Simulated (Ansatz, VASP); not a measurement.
# Two plane-wave programs on YSe

```
Y Se
1.0
     0.00000    2.91283    2.91283
     2.91283    0.00000    2.91283
     2.91283    2.91283    0.00000
Y Se
1 1
Direct
  0.00000 0.00000 0.00000
  0.50000 0.50000 0.50000
```

Change from the starting cell: volume scaled by 1.04, PAW files.

Alike in both runs: task electric field gradients; functional LDA; k mesh 7 × 7 × 7; occupations fermi-dirac, width 0.03 eV; no spin polarisation.

|  | VASP | Ansatz |
| --- | --- | --- |
| version | VASP 6.6.1 | Ansatz 0.2.0 |
| potentials or method | VASP PAW LDA potentials, release 64 (Y_sv, Se) | PAW with Ansatz's default frozen-core files, scalar-relativistic |
| plane-wave cutoff (eV) | 520 | 420 |
| valence electrons in the cell | 17 | 27 |

|  | VASP | Ansatz | Ansatz less VASP |
| --- | --- | --- | --- |
| pressure (GPa) | -7.1 | -7.2 | -0.12 |
| Vzz of the field gradient on the site that differs most (V/Å²) | 0.0 | 0.0 | 0.00 |

The two sets of potentials don't hold the same shells in valence. Ansatz warned: «gradients_without_spin_orbit».
